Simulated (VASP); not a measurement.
Here is the system:

```xyz
4
Lattice="3.1398 0.0000 0.0000 0.0000 3.1398 0.0000 0.0000 0.0000 4.4208" Properties=species:S:1:pos:R:3 pbc="T T T"
Al     1.5699     1.5699     2.2104
Ga     0.0000     0.0000     0.0000
N      1.5699     0.0000     3.2645
N      0.0000     1.5699     1.1564
```

All values below come from r2SCAN meta-GGA with spin-orbit coupling, VASP's PBE PAW potentials (set 64) (plane waves; VASP 6.6.1). Numerical set-up: 520 eV cut-off, 6×6×5 Γ-centred mesh, Gaussian smearing of 0.050 eV, potentials Al Ga_d N.

Give the energies of bands 17 to 30 at the high-symmetry points, in eV from the valence-band maximum.

```
band      Γ      X      M      Z      R      A
----  -----  -----  -----  -----  -----  -----
17    -2.41  -4.54  -5.04  -2.57  -6.27  -4.43
18    -2.41  -4.54  -5.04  -2.57  -6.27  -4.43
19    -2.39  -2.98  -2.36  -1.64  -1.04  -4.03
20    -2.39  -2.98  -2.36  -1.64  -1.04  -4.03
21    -0.23  -2.91  -2.34  -1.63  -0.91  -3.35
22    -0.23  -2.91  -2.34  -1.63  -0.91  -3.35
23    -0.01  -1.06  -2.31  -1.00  -0.61  -3.26
24    -0.01  -1.06  -2.31  -1.00  -0.61  -3.26
25     0.00  -0.67  -2.29  -0.99  -0.55  -3.22
26     0.00  -0.67  -2.29  -0.99  -0.55  -3.22
27     3.37   7.76   3.83   5.83   5.81   6.78
28     3.37   7.76   3.83   5.83   5.81   6.78
29     4.09   7.81   3.85   5.99   7.30   6.79
30     4.09   7.81   3.85   5.99   7.30   6.79
```

The gap is direct, 3.37 eV, from the valence maximum at Γ to the conduction minimum at Γ.

The structure comes from a computed database's AlGaN2 entry (P-4m2); how it stands against other phases isn't given here. It was relaxed first.
